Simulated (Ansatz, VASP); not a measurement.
# Cross-check of BiSb between VASP and Ansatz

One calculation is typed for both programs; each brings its own data sets. How far apart do they land? The cell is generated by rule, not measured, and may not be a known phase. The cell is taken from a series of runs on this material, whose earlier steps may have relaxed, scaled, displaced or heated it; both programs get it as it stands.

Main program and level: Ansatz 0.2.0; plane waves, with VASP 6.6.1 beside it; PBEsol.

The structure was built from a prototype and need not be the compound's stable phase.

## 1. The starting structure

The structure is tetragonal, space group I4mm (No. 107). Conventional cell: a = 4.451 Å, b = 4.451 Å, c = 6.447 Å, α = 90.00°, β = 90.00°, γ = 90.00°. Sb has 5 Bi at 2.94 to 3.16 Å nearest. Bi has 5 Sb at 2.94 to 3.16 Å nearest. Farther neighbours are not listed.

## 2. VASP: zone-centre phonons, PBEsol

Second derivatives magnify differences that forces hide, and they need a tight electronic threshold.

Lines of VASP's logs that name or quote its potential files are left out, and so is its time.

Contents of INCAR:

```
SYSTEM = BiSb
PREC = Accurate
ENCUT = 500
EDIFF = 1E-08
NELM = 120
ISMEAR = 1
SIGMA = 0.15
LREAL = .FALSE.
ALGO = Normal
GGA = PS
NBANDS = 16
LORBIT = 11
LWAVE = .FALSE.
LCHARG = .FALSE.
ISIF = 2
IBRION = 8
LASPH = .TRUE.
GGA_COMPAT = .FALSE.
KPAR = 2
```

Contents of POSCAR:

```
BiSb
1.0
   -2.2254711696      2.2254711696      3.2232627527
    2.2254711696     -2.2254711696      3.2232627527
    2.2254711696      2.2254711696     -3.2232627527
Sb Bi
1 1
Direct
    0.7092930522      0.7092930522      0.0000000000
    0.1657069478      0.1657069478      0.0000000000
```

Contents of KPOINTS:

```
Automatic mesh
0
Gamma
12 12 12
0 0 0
```

PAW data sets: Sb and Bi_d (PBE family, release 64).

On the command line:

```
$ mpirun -np 2 vasp_std
```

Numbers of over 12 decimals in the logs are rounded to 6 here.

Output:

```text
[banner, memory and clock lines left out]
running    2 mpi-ranks, on    1 nodes
 distrk:  each k-point on    1 cores,    2 groups
 distr:  one band on    1 cores,    1 groups

 POSCAR found type information on POSCAR SbBi
 POSCAR found :  2 types and       2 ions
|                                                                             |
|               ----> ADVICE to this user running VASP <----                  |
|                                                                             |
|     You enforced a specific xc type in the INCAR file but a different       |
|     [... a line on the potential file left out ...]
|     I HOPE YOU KNOW WHAT YOU ARE DOING!                                     |
|                                                                             |

 LDA part: xc-table for (Slater+PW92), standard interpolation
 POSCAR, INCAR and KPOINTS ok, starting setup
 FFT: planning ... GRIDC
 FFT: planning ... GRID_SOFT
 FFT: planning ... GRID
 WAVECAR not read
 entering main loop
       N       E                     dE             d eps       ncg     rms          rms(c)
DAV:   1     0.143087098843E+03    0.14309E+03   -0.96733E+03  5216   0.122E+03
DAV:   2     0.679500098998E+00   -0.14241E+03   -0.14018E+03  5944   0.323E+02
DAV:   3    -0.866015106064E+01   -0.93397E+01   -0.92759E+01  6528   0.865E+01
DAV:   4    -0.888544520944E+01   -0.22529E+00   -0.22527E+00  6816   0.155E+01
DAV:   5    -0.889349151006E+01   -0.80463E-02   -0.80462E-02  7152   0.252E+00    0.205E+00
DAV:   6    -0.885796681829E+01    0.35525E-01   -0.11728E-01  7112   0.242E+00    0.114E+00
DAV:   7    -0.885572152974E+01    0.22453E-02   -0.16232E-02  6568   0.819E-01    0.593E-01
DAV:   8    -0.885517895361E+01    0.54258E-03   -0.21648E-03  6904   0.311E-01    0.422E-02
DAV:   9    -0.885515087241E+01    0.28081E-04   -0.19814E-04  6648   0.819E-02    0.177E-02
DAV:  10    -0.885515424183E+01   -0.33694E-05   -0.20596E-05  6896   0.446E-02    0.352E-03
DAV:  11    -0.885515414868E+01    0.93156E-07   -0.18820E-06  6704   0.650E-03    0.210E-03
DAV:  12    -0.885515377468E+01    0.37399E-06   -0.20434E-07  6680   0.447E-03    0.303E-04
DAV:  13    -0.885515382617E+01   -0.51482E-07   -0.13231E-08  6000   0.667E-04    0.133E-04
DAV:  14    -0.885515384030E+01   -0.14134E-07   -0.16340E-09  3704   0.339E-04    0.331E-05
DAV:  15    -0.885515384163E+01   -0.13329E-08   -0.29811E-10  3320   0.191E-04
   1 F= -.88551538E+01 E0= -.88552583E+01  d E =0.313290E-03
 Linear response reoptimize wavefunctions to high precision
DAV:   1    -0.885515384343E+01   -0.17908E-08   -0.96435E-11  3848   0.109E-04
DAV:   2    -0.885515384346E+01   -0.39563E-10   -0.29664E-11  3136   0.510E-05
 Linear response DOF=           4
 Linear response progress:
  Degree of freedom:   1/  4
       N       E                     dE             d eps       ncg     rms          rms(c)
RMM:   1    -0.275533229487E-01   -0.27553E-01    0.13388E-02 28747   0.103E+00
RMM:   2    -0.262545222100E-01    0.12988E-02   -0.19297E-03 26412   0.257E-01    0.544E-02
RMM:   3    -0.263421780905E-01   -0.87656E-04   -0.16961E-04 29349   0.886E-02    0.323E-02
RMM:   4    -0.265231399863E-01   -0.18096E-03   -0.44380E-05 28968   0.457E-02    0.444E-03
RMM:   5    -0.265426531268E-01   -0.19513E-04   -0.48833E-06 30874   0.147E-02    0.279E-03
RMM:   6    -0.265449504071E-01   -0.22973E-05   -0.21060E-07 28906   0.309E-03    0.214E-04
RMM:   7    -0.265437742167E-01    0.11762E-05   -0.10725E-08 29270   0.912E-04    0.185E-04
RMM:   8    -0.265430630075E-01    0.71121E-06   -0.63390E-09 29727   0.435E-04    0.220E-05
RMM:   9    -0.265431483185E-01   -0.85311E-07   -0.66175E-09 31738   0.158E-04    0.158E-05
RMM:  10    -0.265431950725E-01   -0.46754E-07   -0.70910E-09 30562   0.468E-05    0.304E-06
RMM:  11    -0.265432086335E-01   -0.13561E-07   -0.10437E-08 32142   0.150E-05    0.915E-07
RMM:  12    -0.265432061095E-01    0.25240E-08    0.25847E-09 28370   0.703E-06    0.366E-07
 first order change of Fermi-energy   0.33745E-03
 force on displaced ion       1 direction 1 :   0.485   0.000  -0.001
 Linear response progress:
  Degree of freedom:   2/  4
       N       E                     dE             d eps       ncg     rms          rms(c)
RMM:   1    -0.271999852168E-01   -0.27200E-01    0.14555E-02  9348   0.107E+00
RMM:   2    -0.256170755596E-01    0.15829E-02   -0.21246E-03  8999   0.279E-01    0.452E-02
RMM:   3    -0.256703339147E-01   -0.53258E-04   -0.20653E-04  9760   0.980E-02    0.243E-02
RMM:   4    -0.257322893320E-01   -0.61955E-04   -0.43798E-05  9905   0.424E-02    0.597E-03
RMM:   5    -0.257493362069E-01   -0.17047E-04   -0.49540E-06 10638   0.155E-02    0.313E-03
RMM:   6    -0.257476221268E-01    0.17141E-05   -0.20911E-07  9243   0.283E-03    0.111E-03
RMM:   7    -0.257471731184E-01    0.44901E-06   -0.19292E-08  9832   0.102E-03    0.134E-04
RMM:   8    -0.257469315493E-01    0.24157E-06   -0.13326E-08  9977   0.430E-04    0.558E-05
RMM:   9    -0.257468540759E-01    0.77473E-07   -0.22373E-08 10482   0.169E-04    0.195E-05
RMM:  10    -0.257468721515E-01   -0.18076E-07   -0.11632E-09 10134   0.515E-05    0.582E-06
RMM:  11    -0.257468779072E-01   -0.57557E-08    0.13294E-09 10371   0.193E-05    0.205E-06
 first order change of Fermi-energy   0.38817E+00
 force on displaced ion       1 direction 3 :   0.000   0.000  -3.830
 Linear response progress:
  Degree of freedom:   3/  4
       N       E                     dE             d eps       ncg     rms          rms(c)
RMM:   1    -0.328437410667E+00   -0.32844E+00    0.21818E-01 19178   0.950E+00
RMM:   2    -0.336811602825E+00   -0.83742E-02   -0.16497E-02 25773   0.108E+00    0.505E-02
RMM:   3    -0.336808662400E+00    0.29404E-05   -0.13966E-03 29580   0.316E-01    0.298E-02
RMM:   4    -0.336586388455E+00    0.22227E-03   -0.10483E-04 29855   0.922E-02    0.408E-03
RMM:   5    -0.336596824191E+00   -0.10436E-04   -0.16259E-05 30727   0.310E-02    0.215E-03
RMM:   6    -0.336610201223E+00   -0.13377E-04   -0.41046E-06 29263   0.131E-02    0.674E-04
RMM:   7    -0.336607388747E+00    0.28125E-05    0.33288E-06 30024   0.490E-03    0.294E-04
RMM:   8    -0.336602594198E+00    0.47945E-05   -0.91367E-08 29600   0.177E-03    0.762E-05
RMM:   9    -0.336601364350E+00    0.12298E-05   -0.94202E-08 31627   0.703E-04    0.267E-05
RMM:  10    -0.336601837419E+00   -0.47307E-06    0.22067E-07 31492   0.310E-04    0.193E-05
RMM:  11    -0.336601244349E+00    0.59307E-06    0.17269E-07 29362   0.171E-04    0.840E-06
RMM:  12    -0.336601331657E+00   -0.87308E-07    0.10588E-07 31253   0.864E-05    0.157E-06
RMM:  13    -0.336601293156E+00    0.38501E-07    0.76841E-08 31629   0.414E-05    0.109E-06
RMM:  14    -0.336601232043E+00    0.61114E-07    0.55347E-08 30006   0.219E-05    0.678E-07
RMM:  15    -0.336601265977E+00   -0.33935E-07    0.30298E-08 27432   0.128E-05    0.748E-07
RMM:  16    -0.336601259625E+00    0.63520E-08    0.16558E-08 20864   0.740E-06    0.676E-07
 first order change of Fermi-energy  -0.27491E-03
 force on displaced ion       2 direction 1 :   0.478  -0.000  -0.001
 Linear response progress:
  Degree of freedom:   4/  4
       N       E                     dE             d eps       ncg     rms          rms(c)
RMM:   1    -0.329765413229E+00   -0.32977E+00    0.17595E-01  6606   0.923E+00
RMM:   2    -0.336938143089E+00   -0.71727E-02   -0.16730E-02  8629   0.107E+00    0.428E-02
RMM:   3    -0.336939368281E+00   -0.12252E-05   -0.14398E-03  9886   0.315E-01    0.258E-02
RMM:   4    -0.336720484437E+00    0.21888E-03   -0.11436E-04 10025   0.973E-02    0.566E-03
RMM:   5    -0.336732124121E+00   -0.11640E-04   -0.15783E-05 10197   0.330E-02    0.318E-03
RMM:   6    -0.336743041460E+00   -0.10917E-04   -0.30868E-06  9419   0.157E-02    0.804E-04
RMM:   7    -0.336742574304E+00    0.46716E-06   -0.62911E-07 10346   0.622E-03    0.519E-04
RMM:   8    -0.336741235465E+00    0.13388E-05   -0.15131E-07 10292   0.218E-03    0.230E-04
RMM:   9    -0.336739368018E+00    0.18674E-05   -0.10378E-07  9492   0.103E-03    0.420E-05
RMM:  10    -0.336739132344E+00    0.23567E-06    0.30070E-07 10677   0.502E-04    0.288E-05
RMM:  11    -0.336738767119E+00    0.36523E-06    0.32579E-07 10145   0.220E-04    0.748E-06
RMM:  12    -0.336738763361E+00    0.37573E-08    0.24924E-07 10377   0.113E-04    0.442E-06
RMM:  13    -0.336738737770E+00    0.25591E-07    0.16469E-07 10785   0.563E-05    0.216E-06
RMM:  14    -0.336738701098E+00    0.36672E-07    0.91111E-08 10259   0.283E-05    0.130E-06
RMM:  15    -0.336738677612E+00    0.23486E-07    0.48237E-08 10275   0.156E-05    0.321E-07
RMM:  16    -0.336738671026E+00    0.65863E-08    0.23641E-08  8640   0.893E-06    0.292E-07
 first order change of Fermi-energy  -0.38837E+00
 force on displaced ion       2 direction 3 :   0.000   0.000  -3.839
 Linear response finished
```

Parts of OUTCAR (step 2):

```text
ion  position               nearest neighbor table
   1  0.709  0.709  0.000-   2 2.94   2 3.16   2 3.16   2 3.16   2 3.16   2 3.50
   2  0.166  0.166  0.000-   1 2.94   1 3.16   1 3.16   1 3.16   1 3.16   1 3.50

  LATTYP: Found a body centered tetragonal cell.
 ALAT       =     4.4509423392
 C/A-ratio  =     1.4483507119

 Subroutine GETGRP returns: Found  8 space group operations
 (whereof  8 operations were pure point group operations)

The static configuration has the point symmetry C_4v.

 Found    163 irreducible k-points:

   k-points           NKPTS =    163   k-points in BZ     NKDIM =    163   number of bands    NBANDS=     16

   dimension x,y,z NGX =    36 NGY =   36 NGZ =   36
   dimension x,y,z NGXF=    72 NGYF=   72 NGZF=   72

   ENCUT  =  500.0 eV  36.75 Ry    6.06 a.u.   8.21  8.21  8.21*2*pi/ulx,y,z

   NELECT =      20.0000    total number of electrons

 k-points in reciprocal lattice and weights: Automatic mesh
   0.00000000  0.00000000  0.00000000       0.001
   0.08333333  0.00000000 -0.00000000       0.005
   0.16666667  0.00000000 -0.00000000       0.005
   0.25000000  0.00000000 -0.00000000       0.005
   0.33333333  0.00000000 -0.00000000       0.005
   0.41666667  0.00000000 -0.00000000       0.005
   0.50000000  0.00000000 -0.00000000       0.002
   0.08333333  0.08333333 -0.00000000       0.005
   0.16666667  0.08333333 -0.00000000       0.009
[...]
-0.41666667 -0.41666667  0.41666667       0.001
   0.50000000  0.50000000  0.50000000       0.001

 average (electrostatic) potential at core
       1 -85.6030       2-103.9681

  Total       -0.0069028     -0.0069028      0.0094661      0.0000000     -0.0000000      0.0000000
  in kB       -0.1731951     -0.1731951      0.2375089      0.0000000     -0.0000000      0.0000000
  external PRESSURE =      -0.0362938 kB  Pullay stress =       0.0000000 kB

  energy-cutoff  :      500.00
  volume of cell :       63.86
      direct lattice vectors                 reciprocal lattice vectors
    -2.225471170  2.225471170  3.223262753     0.000000000  0.224671524  0.155122321
     2.225471170 -2.225471170  3.223262753     0.224671524  0.000000000  0.155122321
     2.225471170  2.225471170 -3.223262753     0.224671524  0.224671524  0.000000000

 POSITION                                       TOTAL-FORCE (eV/Angst)
 -----------------------------------------------------------------------------------
      0.00000      0.00000      4.57248         0.000000      0.000000     -0.009343
      0.00000      0.00000      1.06823        -0.000000     -0.000000      0.009343
 -----------------------------------------------------------------------------------
    total drift:                               -0.000000     -0.000000      0.000212

 Eigenvectors and eigenvalues of the dynamical matrix
 ----------------------------------------------------

   1 f  =    3.489808 THz    21.927111 2PiTHz  116.407470 cm-1    14.432680 meV
             X         Y         Z           dx          dy          dz
      0.000000  0.000000  4.572476     0.000000    0.000000    0.794576
      0.000000  0.000000  1.068234     0.000000    0.000000   -0.607164

   2 f  =    0.004219 THz     0.026509 2PiTHz    0.140733 cm-1     0.017449 meV
             X         Y         Z           dx          dy          dz
      0.000000  0.000000  4.572476    -0.604021    0.000000    0.000000
      0.000000  0.000000  1.068234    -0.796968    0.000000    0.000000

   3 f  =    0.004219 THz     0.026509 2PiTHz    0.140733 cm-1     0.017449 meV
             X         Y         Z           dx          dy          dz
      0.000000  0.000000  4.572476     0.000000    0.604021    0.000000
      0.000000  0.000000  1.068234     0.000000    0.796968    0.000000

   4 f/i=    0.001892 THz     0.011891 2PiTHz    0.063125 cm-1     0.007826 meV
             X         Y         Z           dx          dy          dz
      0.000000  0.000000  4.572476     0.000000    0.000000   -0.607164
      0.000000  0.000000  1.068234     0.000000    0.000000   -0.794576

   5 f/i=    1.238206 THz     7.779877 2PiTHz   41.302101 cm-1     5.120806 meV
             X         Y         Z           dx          dy          dz
      0.000000  0.000000  4.572476    -0.796968    0.000000    0.000000
      0.000000  0.000000  1.068234     0.604021    0.000000    0.000000

   6 f/i=    1.238206 THz     7.779877 2PiTHz   41.302101 cm-1     5.120806 meV
             X         Y         Z           dx          dy          dz
      0.000000  0.000000  4.572476     0.000000    0.796968    0.000000
      0.000000  0.000000  1.068234     0.000000   -0.604021    0.000000

 ELASTIC MODULI CONTR FROM IONIC RELAXATION (kBar)
 Direction    XX          YY          ZZ          XY          YZ          ZX
 --------------------------------------------------------------------------------
 XX          -0.1043     -0.1043      8.6683      0.0000     -0.0000     -0.0000
 YY          -0.1043     -0.1043      8.6683      0.0000     -0.0000     -0.0000
 ZZ           8.6683      8.6683   -720.3438      0.0000      0.0000      0.0000
 XY           0.0000      0.0000      0.0000      0.0000      0.0000      0.0000
 YZ          -0.0000     -0.0000      0.0000      0.0000     -0.0000     -0.0000
 ZX          -0.0000     -0.0000      0.0000      0.0000     -0.0000     -0.0000
 --------------------------------------------------------------------------------
```

(Continued in part 2 of 2.)

[Lines on the potential files, build, host, timing and source positions are cut from VASP's logs without a mark.]

[Logs are printed without paths, hosts, clocks, repeated set-up lines and the standing remarks that a program may print on its own settings, such as how far it seeks lower states.]

[Hosts, paths, dates, database ids (printed as entryN), source tags and the programs' standing remarks are cut or masked in the printed files.]
